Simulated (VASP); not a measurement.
# AgRu16 in VASP: a series of runs

Aim: see how the results for AgRu16 move with the level of theory and the settings. Levels: PBE+D3(BJ), optB86b-vdW, rev-vdW-DF2. Tasks: single point.

Everything below comes from runs of VASP 6.6.1. Logs are shortened: lines on timing, memory, paths and dates and some standing lists are left out, and cuts for length are marked.

## 1. The structure

The cell holds a slab with vacuum, 17 atoms: a = 5.400 Å, b = 5.400 Å, c = 22.915 Å, α = 90.00°, β = 90.00°, γ = 60.00°.

The cell was built by a generator and needn't be a form met in nature.

## 2. Single point, PBE+D3(BJ)

The input, INCAR:

```
PREC = Accurate
ENCUT = 400
EDIFF = 1E-7
ISMEAR = 1
SIGMA = 0.1
LREAL = Auto
LASPH = T
NELM = 100
ALGO = Fast
ISIF = 2
LWAVE = F
LCHARG = F
GGA = PE
IVDW = 12
NBANDS = 132
ISYM = 0
KPAR = 4
```

The input, KPOINTS:

```
regular mesh
0
Gamma
  6 6 1
```

The input, POSCAR:

```
AgRu16
1.0
    5.4000000000      0.0000000000      0.0000000000
    2.7000000000      4.6765371804      0.0000000000
    0.0000000000      0.0000000000     22.9152000000
Ru Ag
16 1
Direct
    0.8333000000      0.3333000000      0.1091000000
    0.3333000000      0.3333000000      0.1091000000
    0.8333000000      0.8333000000      0.1091000000
    0.3333000000      0.8333000000      0.1091000000
    0.0000000000      0.0000000000      0.2024000000
    0.5000000000      0.0000000000      0.2024000000
    0.0000000000      0.5000000000      0.2024000000
    0.5000000000      0.5000000000      0.2024000000
    0.8334000000      0.3328000000      0.2949000000
    0.3332000000      0.3333000000      0.2953000000
    0.8335000000      0.8337000000      0.2949000000
    0.3326000000      0.8336000000      0.2949000000
    0.9998000000      0.0001000000      0.3861000000
    0.5024000000      0.9949000000      0.3855000000
    0.9945000000      0.5026000000      0.3855000000
    0.5023000000      0.5025000000      0.3855000000
    0.3320000000      0.3333000000      0.4834000000
```

Potentials or basis: VASP PAW PBE potentials, release 64 (Ru_pv, Ag).

Launch:

```console
$ cat potpaw_PBE.64/Ru_pv/POTCAR potpaw_PBE.64/Ag/POTCAR > POTCAR
$ mpirun -np 4 vasp_std > vasp.out
```

OUTCAR:

```text
PREC = Accurate
   ENCUT = 400
   EDIFF = 1E-7
   ISMEAR = 1
   LREAL = Auto
   LASPH = T
   NELM = 100
   ISIF = 2
   GGA = PE
   IVDW = 12
   ISYM = 0
 IVDW          = 12

 ion  position               nearest neighbor table
   1  0.833  0.333  0.109-   5 2.65   8 2.65   7 2.65   3 2.70   3 2.70   4 2.70   4 2.70   2 2.70
                             2 2.70
   2  0.333  0.333  0.109-   6 2.65   7 2.65   8 2.65   4 2.70   3 2.70   4 2.70   3 2.70   1 2.70
                             1 2.70
   3  0.833  0.833  0.109-   7 2.65   6 2.65   5 2.65   1 2.70   1 2.70   2 2.70   2 2.70   4 2.70
                             4 2.70
   4  0.333  0.833  0.109-   8 2.65   5 2.65   6 2.65   2 2.70   1 2.70   2 2.70   1 2.70   3 2.70
                             3 2.70
   5  0.000  0.000  0.202-  12 2.63  11 2.63   9 2.63   1 2.65   4 2.65   3 2.65   7 2.70   7 2.70
                             8 2.70   8 2.70   6 2.70   6 2.70
   6  0.500  0.000  0.202-  11 2.63  12 2.63  10 2.64   2 2.65   3 2.65   4 2.65   8 2.70   7 2.70
                             8 2.70   7 2.70   5 2.70   5 2.70
   7  0.000  0.500  0.202-  11 2.63   9 2.63  10 2.64   3 2.65   2 2.65   1 2.65   5 2.70   5 2.70
                             6 2.70   6 2.70   8 2.70   8 2.70
   8  0.500  0.500  0.202-   9 2.63  12 2.63  10 2.64   4 2.65   1 2.65   2 2.65   6 2.70   5 2.70
                             6 2.70   5 2.70   7 2.70   7 2.70
   9  0.833  0.333  0.295-  15 2.59  16 2.59  13 2.61   5 2.63   8 2.63   7 2.63  11 2.69  12 2.70
                            10 2.70  10 2.70  12 2.70  11 2.71
  10  0.333  0.333  0.295-  16 2.60  14 2.60  15 2.60   7 2.64   6 2.64   8 2.64   9 2.70  11 2.70
                            12 2.70  12 2.70   9 2.70  11 2.70
  11  0.834  0.834  0.295-  14 2.59  15 2.59  13 2.61   5 2.63   6 2.63   7 2.63   9 2.69  12 2.69
                            10 2.70  10 2.70   9 2.71  12 2.71
  12  0.333  0.834  0.295-  16 2.59  14 2.59  13 2.61   5 2.63   8 2.63   6 2.63  11 2.69   9 2.70
                            10 2.70  10 2.70   9 2.70  11 2.71
  13  1.000  0.000  0.386-   9 2.61  11 2.61  12 2.61  15 2.70  16 2.70  14 2.70  14 2.70  16 2.70
                            15 2.70
  14  0.502  0.995  0.386-  12 2.59  11 2.59  10 2.60  15 2.66  16 2.66  13 2.70  13 2.70  16 2.74
                            15 2.74  17 2.75
  15  0.995  0.503  0.386-   9 2.59  11 2.59  10 2.60  14 2.66  16 2.66  13 2.70  13 2.70  16 2.74
                            14 2.74  17 2.74
  16  0.502  0.502  0.386-  12 2.59   9 2.59  10 2.60  15 2.66  14 2.66  13 2.70  13 2.70  14 2.74
                            15 2.74  17 2.75
  17  0.332  0.333  0.483-  15 2.74  14 2.75  16 2.75

IMPORTANT INFORMATION: All symmetrisations will be switched off!
NOSYMM: (Re-)initialisation of all symmetry stuff for point group C_1.

----------------------------------------------------------------------------------------

                                     Primitive cell

  volume of cell :     578.6844

  direct lattice vectors                    reciprocal lattice vectors
     5.400000000  0.000000000  0.000000000     0.185185185 -0.106916717  0.000000000
     2.700000000  4.676537180  0.000000000     0.000000000  0.213833433  0.000000000
     0.000000000  0.000000000 22.915200000     0.000000000  0.000000000  0.043639157

  length of vectors
     5.400000000  5.400000000 22.915200000     0.213833433  0.213833433  0.043639157

  position of ions in fractional coordinates (direct lattice)
     0.833300000  0.333300000  0.109100000
     0.333300000  0.333300000  0.109100000
     0.833300000  0.833300000  0.109100000
     0.333300000  0.833300000  0.109100000
     0.000000000  0.000000000  0.202400000
     0.500000000  0.000000000  0.202400000
[... 9 lines left out ...]
     0.502300000  0.502500000  0.385500000
     0.332000000  0.333300000  0.483400000

  ion indices of the primitive-cell ions
   primitive index   ion index
                 1           1
                 2           2
                 3           3
                 4           4
                 5           5
                 6           6
[... 9 lines left out ...]
                16          16
                17          17

----------------------------------------------------------------------------------------

 KPOINTS: regular mesh

Automatic generation of k-mesh.
 Grid dimensions read from file:
 generate k-points for:    6    6    1

 Generating k-lattice:

  Cartesian coordinates                     Fractional coordinates (reciprocal lattice)
     0.030864198 -0.017819453  0.000000000     0.166666667  0.000000000  0.000000000
     0.000000000  0.035638906  0.000000000     0.000000000  0.166666667  0.000000000
     0.000000000  0.000000000  0.043639157     0.000000000  0.000000000  1.000000000

  Length of vectors
     0.035638906  0.035638906  0.043639157

  Shift w.r.t. Gamma in fractional coordinates (k-lattice)
     0.000000000  0.000000000  0.000000000

 Subroutine IBZKPT returns following result:
 ===========================================

 Found     20 irreducible k-points:

 Following reciprocal coordinates:
            Coordinates               Weight
  0.000000  0.000000  0.000000      1.000000
  0.166667  0.000000  0.000000      2.000000
  0.166667  0.166667  0.000000      2.000000
  0.000000  0.166667  0.000000      2.000000
  0.333333  0.000000  0.000000      2.000000
  0.333333  0.333333  0.000000      2.000000
[... 12 lines left out ...]
  0.500000 -0.333333  0.000000      2.000000
 -0.333333  0.333333  0.000000      2.000000
   k-points           NKPTS =     20   k-points in BZ     NKDIM =     20   number of bands    NBANDS=    132
   number of dos      NEDOS =    301   number of ions     NIONS =     17
   total plane-waves  NPLWV = 194400
   dimension x,y,z NGX =    36 NGY =   36 NGZ =  150
   dimension x,y,z NGXF=    72 NGYF=   72 NGZF=  300
   ions per type =              16   1
   NGX,Y,Z   is equivalent  to a cutoff of  11.08, 11.08, 10.88 a.u.
   NGXF,Y,Z  is equivalent  to a cutoff of  22.17, 22.17, 21.76 a.u.
 SYSTEM =  unknown system
   PREC   = accura    normal or accurate (medium, high low for compatibility)
   ISTART =      0    job   : 0-new  1-cont  2-samecut
   ICHARG =      2    charge: 1-file 2-atom 10-const
   ISPIN  =      1    spin polarized calculation?
   LNONCOLLINEAR =      F non collinear calculations
   LSORBIT =      F    spin-orbit coupling
   LASPH  =      T    aspherical Exc in radial PAW
   ENCUT  =  400.0 eV  29.40 Ry    5.42 a.u.   8.81  8.81 37.37*2*pi/ulx,y,z
   NELM   =    100;   NELMIN=  2; NELMDL= -5     # of ELM steps
   EDIFF  = 0.1E-06   stopping-criterion for ELM
   LREAL  =      T    real-space projection
   EDIFFG = 0.1E-05   stopping-criterion for IOM
   NSW    =      0    number of steps for IOM
   IBRION =     -1    ionic relax: 0-MD 1-quasi-New 2-CG
   NFREE  =      0    steps in history (QN), initial steepest desc. (CG)
   ISIF   =      2    stress and relaxation
   ISYM   =      0    0-nonsym 1-usesym 2-fastsym
   POTIM  = 0.5000    time-step for ionic-motion
   TEBEG  =    0.0;   TEEND  =   0.0 temperature during run
   PSTRESS=    0.0 pullay stress
   NELECT =     235.0000    total number of electrons
   NUPDOWN=      -1.0000    fix difference up-down
   EMIN   =  10.00;   EMAX   =-10.00  energy-range for DOS
   EFERMI =   0.00;   METHOD = LEGACY
   ISMEAR =     1;   SIGMA  =   0.10  broadening in eV -4-tet -1-fermi 0-gaus
   EFERMI_NEDOS =   21; number of points for ismear=-14 and -15
   IALGO  =     68    algorithm
   IMIX   =      4    mixing-type and parameters
     AMIX     =   0.40;   BMIX     =  1.00
     AMIX_MAG =   1.60;   BMIX_MAG =  1.00
  volume/ion in A,a.u.               =      34.04       229.72
  Fermi-wavevector in a.u.,A,eV,Ry     =   1.212319  2.290950 19.996713  1.469717
  Thomas-Fermi vector in A             =   2.347807
   LORBIT       =      0    0 simple, 1 ext, 2 COOP (PROOUT), +10 PAW based schemes
   GGA     = PE    functional components
   LHFCALC =     F    Hartree Fock is set to
   AEXX    =    0.0000 exact exchange contribution
   IVDW    =    12    specifies the selected vdW correction
   LEPSILON=     F    determine dielectric tensor
   LRPA    =     F    only Hartree local field effects (RPA)
 non-spin polarized calculation
 RMM-DIIS sequential band-by-band and
 Methfessel and Paxton  Order N= 1 SIGMA  =   0.10
  energy-cutoff  :      400.00
  volume of cell :      578.68
 maximum number of plane-waves:     10544
   NGX = 17   NGY = 17   NGZ = 75

 number of electron     234.9999925 magnetization

 Free energy of the ion-electron system (eV)
  ---------------------------------------------------
  ext. energy  EPLUGINS =         0.00000000
  ---------------------------------------------------
  free energy    TOTEN  =      -141.94503337 eV

  energy without entropy =     -141.94540833  energy(sigma->0) =     -141.94515836

 E-fermi :   2.4747     XC(G=0):  -6.6158

 val. band max:        2.4718060002   @ k =   0.0000   0.3333   0.0000
 cond. band min:       2.4897228578   @ k =   0.1667   0.1667   0.0000
 fundamental gap:      0.0179168575
 Fermi energy:         2.4746896583

 k-point     1 :       0.0000    0.0000    0.0000
  band No.  band energies     occupation
      1     -41.2403      2.00000
      2     -41.2376      2.00000
      3     -41.2375      2.00000
      4     -41.2107      2.00000
      5     -41.1688      2.00000
      6     -41.1688      2.00000
[... 121 lines left out ...]
    128       3.8722     -0.00000
    129       3.8952     -0.00000

 k-point     2 :       0.1667    0.0000    0.0000
  band No.  band energies     occupation
      1     -41.2118      2.00000
      2     -41.2097      2.00000
      3     -41.1938      2.00000
      4     -41.1903      2.00000
      5     -41.1448      2.00000
      6     -41.1431      2.00000
[... 2497 lines left out ...]
    128       3.2979     -0.00000
    129       3.3111     -0.00000
 [bands above 129 left out]

------------------------ aborting loop because EDIFF is reached ----------------------------------------

 Edisp (eV)   -7.88882

 E8    (eV) :    -3.7163

  FORCE on cell =-STRESS in cart. coord.  units (eV):
  Direction    XX          YY          ZZ          XY          YZ          ZX
  --------------------------------------------------------------------------------------
  -------------------------------------------------------------------------------------
  Total     -13.46834   -13.46884    -5.73532    -0.01243    -0.00552     0.04527
  in kB     -37.28918   -37.29056   -15.87913    -0.03441    -0.01529     0.12533
  external pressure =      -30.15 kB  Pullay stress =        0.00 kB

 VOLUME and BASIS-vectors are now :
 -----------------------------------------------------------------------------
  energy-cutoff  :      400.00
  volume of cell :      578.68
      direct lattice vectors                 reciprocal lattice vectors
     5.400000000  0.000000000  0.000000000     0.185185185 -0.106916717  0.000000000
     2.700000000  4.676537180  0.000000000     0.000000000  0.213833433  0.000000000
     0.000000000  0.000000000 22.915200000     0.000000000  0.000000000  0.043639157

 POSITION                                       TOTAL-FORCE (eV/Angst)
 -----------------------------------------------------------------------------------
      5.39973      1.55869      2.50005         0.001065     -0.022890      0.493070
      2.69973      1.55869      2.50005         0.000609      0.000466      0.484663
      6.74973      3.89696      2.50005         0.020916      0.011842      0.493206
      4.04973      3.89696      2.50005        -0.019440      0.012274      0.493197
      0.00000      0.00000      4.63804        -0.003306      0.000293     -0.632294
      2.70000      0.00000      4.63804        -0.004162      0.015241     -0.446646
[... 9 lines left out ...]
      4.06917      2.34996      8.83381        -0.008519     -0.003651      0.025638
      2.69271      1.55869     11.07721         0.005779      0.000256     -0.015743
 -----------------------------------------------------------------------------------
    total drift:                                0.000684      0.000793      0.009229

  FREE ENERGIE OF THE ION-ELECTRON SYSTEM (eV)
  ---------------------------------------------------
  free  energy   TOTEN  =      -149.8338578784 eV

  energy  without entropy=     -149.8342328344  energy(sigma->0) =     -149.83398286
```

Run time: 21 min. Hardware: 4 MPI ranks of Intel Xeon Platinum 8488C (Sapphire Rapids), shared host; peak memory 0.86 GiB.

Results:

- Free energy: -149.8339 eV
- Largest force: 0.632 eV/Å
- Band gap on the k mesh: none (metal or under the smearing width)
- Dispersion energy per atom: -0.464 eV

Forces on the atoms (eV/Å):
```
Ru   0.001 -0.023  0.493
Ru   0.001  0.000  0.485
Ru   0.021  0.012  0.493
Ru  -0.019  0.012  0.493
Ru  -0.003  0.000 -0.632
Ru  -0.004  0.015 -0.447
Ru   0.010 -0.008 -0.446
Ru  -0.019 -0.008 -0.448
Ru   0.007 -0.003 -0.011
Ru  -0.001  0.003 -0.005
Ru  -0.001 -0.005 -0.010
Ru   0.003  0.004 -0.009
Ru  -0.002 -0.003  0.003
Ru   0.000  0.008  0.019
Ru   0.010 -0.001  0.011
Ru  -0.009 -0.004  0.026
Ag   0.006  0.000 -0.016
```

Levels at points of the mesh, in eV from the Fermi level:
```csv
k point,band 116,band 117,band 118,band 119,band 120,band 121
"(0.00, 0.00, 0.00)",0.74,0.96,0.96,1.01,1.01,1.04
"(0.50, 0.00, 0.00)",-0.63,-0.56,-0.36,-0.15,-0.15,-0.07
"(0.50, 0.50, 0.00)",-0.63,-0.56,-0.36,-0.15,-0.15,-0.07
"(0.00, 0.50, 0.00)",-0.63,-0.56,-0.36,-0.15,-0.15,-0.07
```

[end of part 1 of 2]
